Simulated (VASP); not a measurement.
Given:

```xyz
3
Lattice="0.0000 2.5171 2.5171 2.5171 0.0000 2.5171 2.5171 2.5171 0.0000" Properties=species:S:1:pos:R:3 pbc="T T T"
Hf     0.0000    -0.0500     0.0000
O      1.2586     1.2586     1.2586
O      3.7757     3.7757     3.7757
```

Computed with r2SCAN meta-GGA, VASP's PBE PAW potentials (set 64) (plane waves; VASP 6.6.1). Settings: 600 eV cut-off, 8×8×8 Γ-centred mesh, Gaussian smearing of 0.050 eV, potentials Hf_pv O.

Question: Which forces act on the atoms, in eV/Å?

Answer: 
```json
[
 {"atom": "Hf1", "Fx": "0.000", "Fy": "0.303", "Fz": "0.000"},
 {"atom": "O2", "Fx": "0.000", "Fy": "-0.151", "Fz": "0.000"},
 {"atom": "O3", "Fx": "0.000", "Fy": "-0.151", "Fz": "0.000"}
]
```

Question: Give the stress tensor in GPa (positive for a compressed cell).

Answer: 
```
-0.09   0.00   0.00
 0.00  -0.09   0.00
 0.00   0.00  -0.09
```
The pressure is its mean diagonal, -0.09 GPa.

The compound is HfO2 in the fluorite structure, the high-temperature cubic form, which is unstable at 0 K; the monoclinic form is the stable one. This cell was strained or had an atom moved on purpose.
